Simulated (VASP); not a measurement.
# Ga2O3: structure and properties in VASP, part 3 of 7

Aim: relax Ga2O3, then compute properties on the relaxed cell. The start is a computed cell from the Materials Project.

VASP 6.6.1; rev-vdW-DF2; plane waves and PAW (Ga_d, O).

So far, gap on the k-mesh (eV): step 2 (full relaxation (rev-vdW-DF2)) 2.57; step 3 (second relaxation) 2.57.

## (4) Density, ELF and potential (rev-vdW-DF2)

The relaxed cell gets a fresh self-consistent run, on a basis set for its own volume, to fix the density and to check the remaining stress.

INCAR reads:

```
SYSTEM = Ga2O3
PREC = Accurate
ENCUT = 520
EDIFF = 1E-06
NELM = 100
ISMEAR = 0
SIGMA = 0.05
LREAL = .FALSE.
ALGO = Normal
GGA = MK
AGGAC = 0
LUSE_VDW = .TRUE.
PARAM1 = 0.1234
PARAM2 = 0.711357
ZAB_VDW = -1.8867
LASPH = .TRUE.
NBANDS = 54
LORBIT = 11
LWAVE = .FALSE.
LCHARG = .TRUE.
ISIF = 2
LELF = .TRUE.
LVHAR = .TRUE.
```

POSCAR reads:

```
Ga2O3
1.0
    2.5172560665      1.4533384675      4.5086859628
   -2.5172560665      1.4533384675      4.5086859628
    0.0000000000     -2.9066769352      4.5086859628
Ga O
4 6
Direct
    0.8559659972      0.8559659972      0.8559659972
    0.6440340028      0.6440340028      0.6440340028
    0.1440340028      0.1440340028      0.1440340028
    0.3559659972      0.3559659972      0.3559659972
    0.7500000000      0.4472636660      0.0527363340
    0.4472636660      0.0527363340      0.7500000000
    0.0527363340      0.7500000000      0.4472636660
    0.2500000000      0.5527363340      0.9472636660
    0.9472636660      0.2500000000      0.5527363340
    0.5527363340      0.9472636660      0.2500000000
```

KPOINTS reads:

```
Automatic mesh
0
Gamma
7 7 7
0 0 0
```

The projector-augmented-wave data sets are Ga_d and O (PBE family, release 64).

Started as:

```sh
$ mpirun -np 8 vasp_std
```

Output:

```text
[banner, memory and clock lines left out]
running    8 mpi-ranks, on    1 nodes
 distrk:  each k-point on    8 cores,    1 groups
 distr:  one band on    1 cores,    8 groups

 POSCAR found type information on POSCAR GaO
 POSCAR found :  2 types and      10 ions
 [... a notice as in an earlier step ...]

 [... a notice as in an earlier step ...]

 [... a notice as in an earlier step ...]

 LDA part: xc-table for (Slater+PW92), standard interpolation
|                                                                             |
|           W    W    AA    RRRRR   N    N  II  N    N   GGGG   !!!           |
|           W    W   A  A   R    R  NN   N  II  NN   N  G    G  !!!           |
|           W    W  A    A  R    R  N N  N  II  N N  N  G       !!!           |
|           W WW W  AAAAAA  RRRRR   N  N N  II  N  N N  G  GGG   !            |
|           WW  WW  A    A  R   R   N   NN  II  N   NN  G    G                |
|           W    W  A    A  R    R  N    N  II  N    N   GGGG   !!!           |
|                                                                             |
|     The number of bands has been changed from the values supplied in        |
|     The orbitals not found in the WAVECAR file will be initialized with     |
|     random numbers, which is usually adequate. For correlated               |
|     calculations, however, you should redo the groundstate calculation.     |
|     I found NBANDS = 54. Now, NBANDS = 56.                                  |
|                                                                             |

 POSCAR, INCAR and KPOINTS ok, starting setup
 FFT: planning ... GRIDC
 FFT: planning ... GRID_SOFT
 FFT: planning ... GRID
 WAVECAR not read
 entering main loop
       N       E                     dE             d eps       ncg     rms          rms(c)
DAV:   1     0.120635828801E+04    0.12064E+04   -0.39658E+04  6080   0.294E+03
DAV:   2     0.211307293991E+03   -0.99505E+03   -0.92624E+03  4976   0.811E+02
DAV:   3    -0.293306164644E+02   -0.24064E+03   -0.23408E+03  5664   0.257E+02
DAV:   4    -0.480256169770E+02   -0.18695E+02   -0.18482E+02  6168   0.776E+01
DAV:   5    -0.486648266432E+02   -0.63921E+00   -0.63764E+00  6408   0.147E+01    0.171E+01
DAV:   6    -0.400610194151E+02    0.86038E+01   -0.27021E+01  8776   0.572E+01    0.461E+00
DAV:   7    -0.401783117647E+02   -0.11729E+00   -0.27496E+00  5520   0.946E+00    0.321E+00
DAV:   8    -0.401429264853E+02    0.35385E-01   -0.47849E-01  7136   0.506E+00    0.140E+00
DAV:   9    -0.401081828573E+02    0.34744E-01   -0.16657E-01  7720   0.441E+00    0.160E-01
DAV:  10    -0.401091894553E+02   -0.10066E-02   -0.10625E-02  6512   0.935E-01    0.501E-02
DAV:  11    -0.401092778101E+02   -0.88355E-04   -0.13025E-03  6224   0.425E-01    0.287E-02
DAV:  12    -0.401092881908E+02   -0.10381E-04   -0.19803E-04  6160   0.107E-01    0.191E-02
DAV:  13    -0.401092860499E+02    0.21410E-05   -0.28635E-05  6912   0.308E-02    0.269E-03
DAV:  14    -0.401092860001E+02    0.49711E-07   -0.27843E-06  4224   0.108E-02
   1 F= -.40109286E+02 E0= -.40109286E+02  d E =-.720499E-19
```

Run time: 1.9 min. Hardware: 8 MPI ranks of AMD EPYC 7R43, shared host; peak memory 1.9 GiB; 15 min of CPU time.

Parts of OUTCAR (step 4):

```text
  LATTYP: Found a trigonal (rhomboedric) cell.
 ALAT       =     5.3644216759
 COS(alpha) =     0.5596084569

 Found     44 irreducible k-points:

   k-points           NKPTS =     44   k-points in BZ     NKDIM =     44   number of bands    NBANDS=     56

   NELECT =      88.0000    total number of electrons

 E-fermi :   4.4093

 k-point     1 :       0.0000    0.0000    0.0000
  band No.  band energies     occupation
    ...
     40       3.7895      2.00000
     41       3.7895      2.00000
     42       3.7969      2.00000
     43       3.8681      2.00000
     44       3.8681      2.00000
     45       6.6742      0.00000
     46      10.5074      0.00000
     47      10.7221      0.00000
     48      12.6638      0.00000
     49      14.1406      0.00000
    ...

 k-point     2 :       0.1429    0.0000   -0.0000
  band No.  band energies     occupation
    ...
     40       3.5824      2.00000
     41       3.6140      2.00000
     42       3.7086      2.00000
     43       3.9309      2.00000
     44       4.0206      2.00000
     45       7.3388      0.00000
     46      10.4380      0.00000
     47      10.9779      0.00000
     48      12.4037      0.00000
     49      13.3265      0.00000
    ...

Total vdW correction in eV:     15.7801007

  Total        0.0855551      0.0855551      0.0288062      0.0000000     -0.0000000     -0.0000000
  in kB        1.3850355      1.3850355      0.4663382      0.0000000     -0.0000000     -0.0000000
  external PRESSURE =       1.0788031 kB  Pullay stress =       0.0000000 kB

  energy-cutoff  :      520.00
  volume of cell :       98.97
      direct lattice vectors                 reciprocal lattice vectors
     2.517256066  1.453338468  4.508685963     0.198628978  0.114678494  0.073931371
    -2.517256066  1.453338468  4.508685963    -0.198628978  0.114678494  0.073931371
     0.000000000 -2.906676935  4.508685963     0.000000000 -0.229356988  0.073931371

 POSITION                                       TOTAL-FORCE (eV/Angst)
 -----------------------------------------------------------------------------------
      0.00000     -0.00000     11.57785        -0.000000     -0.000000      0.001935
      0.00000     -0.00000      8.71124        -0.000000      0.000000     -0.001935
      0.00000     -0.00000      1.94821        -0.000000      0.000000     -0.001935
      0.00000     -0.00000      4.81482        -0.000000     -0.000000      0.001935
      0.76206      1.58674      5.63586         0.000729     -0.001262     -0.000000
      0.99313     -1.45334      5.63586        -0.001457      0.000000     -0.000000
     -1.75519     -0.13340      5.63586         0.000729      0.001262     -0.000000
     -0.76206     -1.58674      7.89020        -0.000729      0.001262     -0.000000
      1.75519      0.13340      7.89020        -0.000729     -0.001262     -0.000000
     -0.99313      1.45334      7.89020         0.001457      0.000000     -0.000000
 -----------------------------------------------------------------------------------
    total drift:                               -0.000000     -0.000000      0.000000

  FREE ENERGIE OF THE ION-ELECTRON SYSTEM (eV)
  ---------------------------------------------------
  free  energy   TOTEN  =       -40.1092860001 eV

  energy  without entropy=      -40.1092860001  energy(sigma->0) =      -40.10928600

Total vdW correction in eV:     15.7801051

[... 6 parts as in an earlier step ...]

[... 6 further parts left out ...]
```

Numbers from this step:

| Property | Result |
| --- | --- |
| SCF cycles | 14 |
| bands | 56 |
| Fermi energy | 4.409 eV |
| pressure | 0.1079 GPa |

Valence electrons inside each PAW sphere by angular momentum. Sphere charges, by row:

| atom | s (e) | p (e) | d (e) | tot (e) |
| --- | --- | --- | --- | --- |
| Ga1 | 0.67 | 0.711 | 10.24 | 11.62 |
| Ga2 | 0.67 | 0.711 | 10.24 | 11.62 |
| Ga3 | 0.67 | 0.711 | 10.24 | 11.62 |
| Ga4 | 0.67 | 0.711 | 10.24 | 11.62 |
| O5 | 1.552 | 3.497 | 0 | 5.05 |
| O6 | 1.552 | 3.497 | 0 | 5.05 |
| O7 | 1.552 | 3.497 | 0 | 5.05 |
| O8 | 1.552 | 3.497 | 0 | 5.05 |
| O9 | 1.552 | 3.497 | 0 | 5.05 |
| O10 | 1.552 | 3.497 | 0 | 5.05 |

Electrostatic potential energy in the ac plane of the conventional cell at fractional y = 0.000, with atoms of Ga and O within 0.2 Å of it. With pseudopotentials it is smooth inside the atoms' cores, unlike the true potential.

Ten even steps from '0' (-48 eV) to '9' (5 eV), each cell a mean:
```
99998889999999
78960049999987
13672269999852
01589999999730
35899999988864
89999999500598
78999999622688
23799999999852
01588899999730
35760049999863
89972269999998
99999999999999
99999999889999
78999997103887
13799998314752
01589999999730
35887899999864
89710289999998
78831489999988
24799999999852
01589999888730
35799998103864
89999998325998
99999999999999
```
Columns run along a (5.0 Å; values clipped at the 3rd and 97th percentile), rows up along c (13.5 Å), edges of the conventional cell, whose origin can differ from the input's. Atoms in or near the plane, at fractional coordinates: Ga at (0.00, 0.86), Ga at (0.00, 0.64), Ga at (0.00, 0.14), Ga at (0.00, 0.36), O at (0.67, 0.08), O at (0.70, 0.75), O at (0.64, 0.42), O at (0.33, 0.92), O at (0.36, 0.58), O at (0.30, 0.25).

Valence density in the ac plane of the conventional cell at fractional y = 0.000, with atoms of Ga and O within 0.2 Å of it. It is the smooth field of the valence electrons, not physical close to the nuclei.

Ten even steps from '_' (0 e/Å³) to '@' (14 e/Å³), each cell a mean:
```
____________________________
______..----..______________
++::__..::::..__________..==
@@==____________________::##
::________________________..
________________..====..____
________________..::::..____
==..______________________--
@@==____________________::##
::..__..--==..____________::
________::::..______________
____________________________
____________________________
________________::==::______
++::____________::--..__..==
@@==____________________::##
::..______________________..
______::==::________________
______::--..________________
==::______________________--
@@==____________________::##
::..____________--==::____::
________________::--..______
____________________________
```
Columns run along a (5.0 Å), rows up along c (13.5 Å), edges of the conventional cell, whose origin can differ from the input's. Atoms in or near the plane, at fractional coordinates: Ga at (0.00, 0.86), Ga at (0.00, 0.64), Ga at (0.00, 0.14), Ga at (0.00, 0.36), O at (0.67, 0.08), O at (0.70, 0.75), O at (0.64, 0.42), O at (0.33, 0.92), O at (0.36, 0.58), O at (0.30, 0.25).

ELF in the ac plane of the conventional cell at fractional y = 0.000, with atoms of Ga and O within 0.2 Å of it. It is the smooth field of the valence electrons, not physical close to the nuclei.

Ten even steps from '0' (0.03) to '9' (0.80), each cell a mean:
```
00368862000000
12698796100011
01489996100110
00235651011110
11100002688631
10000016978961
11000015988951
01111111466421
00257873001110
12598897100111
11599895100001
00146641110000
00000014787410
11000049979831
01100039989631
00211113664210
12478741000011
13897983000001
13798983000011
01356521111111
00110015886310
11100049979731
10000038989831
00001112565300
```
Columns run along a (5.0 Å), rows up along c (13.5 Å), edges of the conventional cell, whose origin can differ from the input's. Atoms in or near the plane, at fractional coordinates: Ga at (0.00, 0.86), Ga at (0.00, 0.64), Ga at (0.00, 0.14), Ga at (0.00, 0.36), O at (0.67, 0.08), O at (0.70, 0.75), O at (0.64, 0.42), O at (0.33, 0.92), O at (0.36, 0.58), O at (0.30, 0.25).

In this run the pressure is 0.11 GPa, small enough to go on.

(Continued in part 4 of 7.)

[Lines on the potential files, build, host, timing and source positions are cut from VASP's logs without a mark.]

[Logs are printed without paths, hosts, clocks, repeated set-up lines and the standing remarks that a program may print on its own settings, such as how far it seeks lower states.]

[Hosts, paths, dates, database ids (printed as entryN), source tags and the programs' standing remarks are cut or masked in the printed files.]

[A measured line is paired with the nearest computed mode of its activity, which favours agreement.]
